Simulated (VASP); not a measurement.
Consider the following.

```
CELL_PARAMETERS angstrom
      0.00000     2.94029     2.94029
      2.94029     0.00000     2.94029
      2.94029     2.94029     0.00000
ATOMIC_POSITIONS crystal
  Cd 0.00000 0.00000 0.00000
  Se 0.25000 0.25000 0.25000
```

The numbers are results of LDA (Ceperley-Alder, Perdew-Zunger), VASP's LDA PAW potentials (set 64) (plane waves; VASP 6.6.1), not measurements. Settings: 500 eV cut-off, 8×8×8 Γ-centred mesh, Gaussian smearing of 0.050 eV, potentials Cd Se.

Question: What does the run give for the energy per atom (σ→0), pressure, band gap (on the k-mesh) with the smallest direct gap where there is one?

Answer: 
```yaml
band gap (on the k-mesh): 0.57 eV
smallest direct gap (on the k-mesh): 0.57 eV
energy per atom (σ→0): -323.5 kJ/mol-atom
pressure: 4.98 GPa
```

Total energies compare only between runs with the same potentials, cut-off and functional.

The compound is CdSe in the zinc blende structure, whereas wurtzite is the usual form. It was relaxed first under an external pressure of 5 GPa.
